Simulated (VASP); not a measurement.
Data:

```xyz
5
Lattice="5.6283 0.0000 0.0000 0.0000 5.6283 0.0000 0.0000 0.0000 5.6283" Properties=species:S:1:pos:R:3 pbc="T T T"
Pb     2.8141     2.8141     2.8141
Cl     0.0000     2.8141     2.8141
Cl     2.8141     0.0000     2.8141
Cl     2.8141     2.8141     0.0000
Cs     0.0000     0.0000     0.0000
```

Calculation: r2SCAN+rVV10, VASP's PBE PAW potentials (set 64) (plane waves; VASP 6.6.1). Numerical set-up: 400 eV cut-off, 5×5×5 Γ-centred mesh, Gaussian smearing of 0.010 eV, potentials Pb_d Cl Cs_sv.

**Question.** Estimate the energy per atom (σ→0).

**Answer.** 
```
Property                         Value
---------------------  ---------------
energy per atom (σ→0)  -21.339 eV/atom
```

Total energies compare only between runs with the same potentials, cut-off and functional.

The structure comes from a measured CsPbCl3 entry (Pm-3m) of the Crystallography Open Database, whose conditions weren't checked. It was relaxed first.
